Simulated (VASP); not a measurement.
The input files of a VASP run:

**KPOINTS**
```
K-points
0
Gamma
7 7 7
0 0 0
```

File POSCAR:
```
Te3As2
1
    2.0199895439     1.1662411653     9.5983707411
   -2.0199895439     1.1662411653     9.5983707411
    0.0000000000    -2.3324823306     9.5983707411
As Te
2 3
Direct
  0.3963346471   0.3963346471   0.3963346471
  0.6036653529   0.6036653529   0.6036653529
  0.0000000000   0.0000000000   0.0000000000
  0.2147115803   0.2147115803   0.2147115803
  0.7852884197   0.7852884197   0.7852884197
```

**INCAR**
```
# general
SYSTEM =Te3As2
PREC   =Accurate
ENCUT  =400
LREAL  =.False.
LASPH  =.True.

# electronic loop
EDIFF  =1E-7
NELM   =100
ALGO   =Normal
LMAXMIX=4

# smearing
ISMEAR =-5

# functional
GGA    =PS

# ions
ISIF   =2

# output
LWAVE  =.False.
LCHARG =.True.
LORBIT =11
NEDOS  =601

# other
LEFG   =.True.
```

POTCAR, in this order: As Te (PBE.64 set). Program: vasp_std.

Question: Translate this PBEsol calculation to Ansatz.

Answer: One equivalent input (not run):
Ansatz 0.2 input:
```yaml
crystal:
  lattice:
    - [2.0199895, 1.1662412, 9.5983707]
    - [-2.0199895, 1.1662412, 9.5983707]
    - [0.0000000, -2.3324823, 9.5983707]
  atoms:
    - { symbol: As, position: [0.3963346, 0.3963346, 0.3963346] }
    - { symbol: As, position: [0.6036654, 0.6036654, 0.6036654] }
    - { symbol: Te, position: [0.0000000, 0.0000000, 0.0000000] }
    - { symbol: Te, position: [0.2147116, 0.2147116, 0.2147116] }
    - { symbol: Te, position: [0.7852884, 0.7852884, 0.7852884] }
kpoints:
  mp_grid: { grid: [7, 7, 7] }
hamiltonian:
  xc: pbesol
  pseudopotentials: { kind: paw }
scf:
  occupations: { method: tetrahedron }
  max_iter: 100
output: { forces: true, stress: true, eigenvalues: true }
```
Limits of the translation: each code has its own PAW files, so the cut-off isn't converted (ENCUT is set for VASP's; basis.ecutwfc is left out, and Ansatz then takes the one that its files recommend); Ansatz stops its SCF on the density residual and VASP on the energy change (EDIFF); the field gradients of LEFG aren't asked of the other code.

The structure was generated: Te3As2 was put into the Bi2Te3 type (R-3m), which need not be its known phase. It was relaxed first, which changed the volume by +14 %.
